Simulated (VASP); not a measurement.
```yaml
crystal:
  lattice:
    - [2.84293, 0.00000, 0.00000]
    - [0.00000, 2.84293, 0.00000]
    - [0.00000, 0.00000, 2.84293]
  atoms:
    - { symbol: Ga, position: [0.50000, 0.50000, 0.50000] }
    - { symbol: Co, position: [0.00000, 0.00000, 0.00000] }
```

All values below come from vdW-DF-cx, VASP's PBE PAW potentials (set 64) (plane waves; VASP 6.6.1). Run with 520 eV cut-off, Gaussian smearing of 0.050 eV, potentials Ga_d Co.

Task: Give the energies of bands 6 to 14 at the high-symmetry points, in eV from the Fermi level.

Result: 
| band | Γ | X | M | R |
|---|---|---|---|---|
| 6 | -12.45 | -8.18 | -6.26 | -4.35 |
| 7 | -2.74 | -7.15 | -3.30 | -4.35 |
| 8 | -2.74 | -2.51 | -3.30 | -4.35 |
| 9 | -0.83 | -1.90 | -2.63 | -0.28 |
| 10 | -0.83 | -1.90 | -1.34 | -0.28 |
| 11 | -0.83 | -0.83 | -1.34 | 0.77 |
| 12 | 5.25 | 0.06 | -0.32 | 3.89 |
| 13 | 5.25 | 10.90 | 2.37 | 3.89 |
| 14 | 5.25 | 10.90 | 3.27 | 3.89 |

It has no gap at this level: it comes out as a metal or semimetal.

The compound is CoGa in the CsCl type structure. It was relaxed first. The run is not spin-polarised, so no magnetic state was tried.
